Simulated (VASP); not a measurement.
A run of VASP 6.6.1 is set up as follows.

The input INCAR:

```
PREC     = Accurate       # precision mode
ENCUT    = 520            # plane-wave cutoff, eV
EDIFF    = 1E-6           # SCF threshold, eV
ISMEAR   = 0              # smearing method
SIGMA    = 0.1            # smearing width, eV
LREAL    = F              # projectors in reciprocal space
LASPH    = T              # aspherical terms in the spheres
NELM     = 60             # most SCF steps
ALGO     = Normal         # electronic algorithm
ISIF     = 2              # what is computed and relaxed
LWAVE    = F              # write WAVECAR
LCHARG   = T              # write CHGCAR
LELF     = T              # ELF
LVHAR    = T            
NBANDS   = 24             # bands
```

The input KPOINTS:

```
Automatic mesh
0
Gamma
  4 4 4
```

File POSCAR:

```
Sr2SO
1.0
    4.0432370000      0.0000000000      0.0000000000
    0.0000000000      4.0432370000      0.0000000000
    0.0000000000      0.0000000000      5.7180000000
Sr S O
2 1 1
Direct
    0.0000000000      0.0000000000      0.0000000000
    0.5000000000      0.5000000000      0.5000000000
    0.0000000000      0.0000000000      0.5000000000
    0.5000000000      0.5000000000      0.0000000000
```

Potentials or basis: VASP PAW LDA potentials, release 64 (Sr_sv, S, O).

The run is started by

```bash
$ cat potpaw_LDA.64/Sr_sv/POTCAR potpaw_LDA.64/S/POTCAR potpaw_LDA.64/O/POTCAR > POTCAR
$ mpirun -np 1 vasp_std > vasp.out
```

(1) What does it give for the band gap on the k mesh?

(2) What does it give for the pressure?

## Answers

(1) 2.11 eV, direct.

(2) -4.5 GPa.
